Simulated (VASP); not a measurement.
Consider the following.

```yaml
crystal:
  lattice:
    - [3.73406, 0.00000, 0.00000]
    - [0.00000, 3.73406, 0.00000]
    - [0.00000, 0.00000, 3.73406]
  atoms:
    - { symbol: Cu, position: [0.00000, 0.50000, 0.50000] }
    - { symbol: Cu, position: [0.50000, 0.00000, 0.50000] }
    - { symbol: Cu, position: [0.50000, 0.50000, 0.00000] }
    - { symbol: Au, position: [0.00000, 0.00000, 0.00000] }
```

Level of theory: PBE GGA with D4 dispersion, VASP's PBE PAW potentials (set 64) (plane waves; VASP 6.6.1). Run with 520 eV cut-off, 9×9×9 Γ-centred mesh, tetrahedra with Blöchl corrections, potentials Cu Au.

The cores are frozen, which limits the accuracy of field gradients.

Problem. Give the principal components of the electric field gradient (V/Å²) and the asymmetry η at each nucleus.

Solution. 
```tsv
atom	Vxx	Vyy	Vzz	η
Cu1	-9.9	-9.9	19.7	0.00
Cu2	-9.9	-9.9	19.7	0.00
Cu3	-9.9	-9.9	19.7	0.00
Au4	0.0	0.0	0.0	-
```

The compound is Cu3Au in the L1_2 structure. It was relaxed first.
